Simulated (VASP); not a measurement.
An input for Ansatz (written as the equivalent of a VASP run, and not itself run):

Ansatz 0.2 input:
```yaml
crystal:
  lattice:
    - [0.0000000, 2.8290000, 2.8290000]
    - [2.8290000, 0.0000000, 2.8290000]
    - [2.8290000, 2.8290000, 0.0000000]
  atoms:
    - { symbol: Ge, position: [0.0000000, 0.0000000, 0.0000000] }
    - { symbol: Ge, position: [0.2500000, 0.2500000, 0.2500000] }
kpoints:
  mp_grid: { grid: [7, 7, 7] }
hamiltonian:
  xc: r2scan
  pseudopotentials: { kind: paw }
scf:
  occupations: { method: gaussian, width: 0.05 }
  max_iter: 100
relax:
  max_steps: 60
  f_tol: 0.01
  cell: {}
output: { forces: true, stress: true, eigenvalues: true }
```

Question: Translate this input to VASP (INCAR, KPOINTS, POSCAR, choice of POTCAR).

Answer: Several could match; the one computed here: 
POSCAR:
```
Ge
1
    0.0000000000     2.8290000000     2.8290000000
    2.8290000000     0.0000000000     2.8290000000
    2.8290000000     2.8290000000     0.0000000000
Ge
2
Direct
  0.0000000000   0.0000000000   0.0000000000
  0.2500000000   0.2500000000   0.2500000000
```

**INCAR**
```
ALGO  =  Normal
EDIFF  =  1E-6
EDIFFG  =  -0.01
ENCUT  =  400
IBRION  =  2
ISIF  =  3
ISMEAR  =  0
LASPH  =  .TRUE.
LCHARG  =  .FALSE.
LMAXMIX  =  4
LMIXTAU  =  .TRUE.
LREAL  =  .FALSE.
LWAVE  =  .FALSE.
METAGGA  =  R2SCAN
NELM  =  100
NSW  =  60
PREC  =  Accurate
SIGMA  =  0.05
SYSTEM  =  Ge
```

**KPOINTS**
```
Automatic mesh
0
Gamma
7 7 7
0 0 0
```

POTCAR, in this order: Ge_d (PBE.64 set). Program: vasp_std.

What does not carry over: each code has its own PAW files, so the cut-off isn't converted (ENCUT is set for VASP's; basis.ecutwfc is left out, and Ansatz then takes the one that its files recommend); Ansatz stops its SCF on the density residual and VASP on the energy change (EDIFF).

The compound is Ge in the diamond structure. This run relaxes it. Symmetry was kept, so distortions that lower it aren't found.
